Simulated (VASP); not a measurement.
Method: PBE GGA, VASP's PBE PAW potentials (set 64) (plane waves; VASP).

VASP input:

File POSCAR:
```
CsPbCl3
11.421960
  0.5000000000   0.0000000000   0.0000000000
  0.0000000000   0.5000000000   0.0000000000
  0.0000000000   0.0000000000   0.5000000000
Cs Pb Cl
1 1 3
direct
  0.0000000000   0.0000000000   0.0000000000
  0.5000000000   0.5000000000   0.5000000000
  0.5000000000   0.0000000000   0.5000000000
  0.0000000000   0.5000000000   0.5000000000
  0.5000000000   0.5000000000   0.0000000000
```

File KPOINTS:
```
Automatic
0
G
  5 5 5
0 0 0
```

### INCAR
```
ALGO = Normal
EDIFF = 1E-6
ENCUT = 300
GGA = PE
ISIF = 2
ISMEAR = -1
LASPH = .TRUE.
LCHARG = .FALSE.
LMAXMIX = 4
LREAL = .FALSE.
LWAVE = .FALSE.
NELM = 100
PREC = Accurate
SIGMA = 0.02
SYSTEM = CsPbCl3
```

POTCAR, in this order: Cs_sv Pb_d Cl (PBE.64 set). Program: vasp_std.

Output of the run:

### OSZICAR
```
       N       E                     dE             d eps       ncg     rms          rms(c)
DAV:   1     0.334073226783E+03    0.33407E+03   -0.14780E+04   528   0.102E+03
DAV:   2     0.164566340043E+02   -0.31762E+03   -0.31124E+03   686   0.292E+02
DAV:   3    -0.172768583868E+02   -0.33733E+02   -0.33618E+02   598   0.107E+02
DAV:   4    -0.184937485934E+02   -0.12169E+01   -0.12147E+01   744   0.270E+01
DAV:   5    -0.185149819382E+02   -0.21233E-01   -0.21190E-01   656   0.262E+00    0.509E+00
DAV:   6    -0.175963972058E+02    0.91858E+00   -0.19770E+00   744   0.152E+01    0.344E+00
DAV:   7    -0.175509697566E+02    0.45427E-01   -0.70012E-01   784   0.486E+00    0.193E+00
DAV:   8    -0.175653712944E+02   -0.14402E-01   -0.93173E-02   690   0.252E+00    0.305E-01
DAV:   9    -0.175627916506E+02    0.25796E-02   -0.28091E-02   800   0.126E+00    0.140E-01
DAV:  10    -0.175633705532E+02   -0.57890E-03   -0.27079E-03   620   0.339E-01    0.393E-02
DAV:  11    -0.175634587599E+02   -0.88207E-04   -0.21516E-04   672   0.109E-01    0.125E-02
DAV:  12    -0.175634618160E+02   -0.30561E-05   -0.35804E-05   694   0.670E-02    0.998E-03
DAV:  13    -0.175634600743E+02    0.17417E-05   -0.66562E-06   614   0.136E-02    0.220E-03
DAV:  14    -0.175634601161E+02   -0.41789E-07   -0.82829E-07   392   0.890E-03
   1 F= -.17563460E+02 E0= -.17563460E+02  d E =-.246099E-11
```

OUTCAR:
```
------------------------ aborting loop because EDIFF is reached ----------------------------------------
  FORCE on cell =-STRESS in cart. coord.  units (eV):
  Direction    XX          YY          ZZ          XY          YZ          ZX
  --------------------------------------------------------------------------------------
  Total       -0.0606217     -0.0606217     -0.0606217     -0.0000000      0.0000000      0.0000000
  in kB       -0.5214428     -0.5214428     -0.5214428     -0.0000000      0.0000000      0.0000000
  external PRESSURE =      -0.5214428 kB  Pullay stress =       0.0000000 kB
  volume of cell :      186.27
      direct lattice vectors                 reciprocal lattice vectors
     5.710980000  0.000000000  0.000000000     0.175101296  0.000000000  0.000000000
     0.000000000  5.710980000  0.000000000     0.000000000  0.175101296  0.000000000
     0.000000000  0.000000000  5.710980000     0.000000000  0.000000000  0.175101296
 POSITION                                       TOTAL-FORCE (eV/Angst)
 -----------------------------------------------------------------------------------
      0.00000      0.00000      0.00000         0.000000      0.000000      0.000000
      2.85549      2.85549      2.85549         0.000000      0.000000      0.000000
      2.85549      0.00000      2.85549         0.000000      0.000000      0.000000
      0.00000      2.85549      2.85549         0.000000      0.000000      0.000000
      2.85549      2.85549      0.00000         0.000000      0.000000      0.000000
 -----------------------------------------------------------------------------------
    total drift:                                0.000000     -0.000000     -0.000000
  FREE ENERGIE OF THE ION-ELECTRON SYSTEM (eV)
  ---------------------------------------------------
  free  energy   TOTEN  =       -17.5634601161 eV

  energy  without entropy=      -17.5634601161  energy(sigma->0) =      -17.56346012
```
(Selected blocks of OUTCAR.)

At this cut-off the stress carries a Pulay error, which pulls relaxed volumes low.

The structure is a typed CsPbCl3 crystal (Pm-3m). The cell was not relaxed at this level.
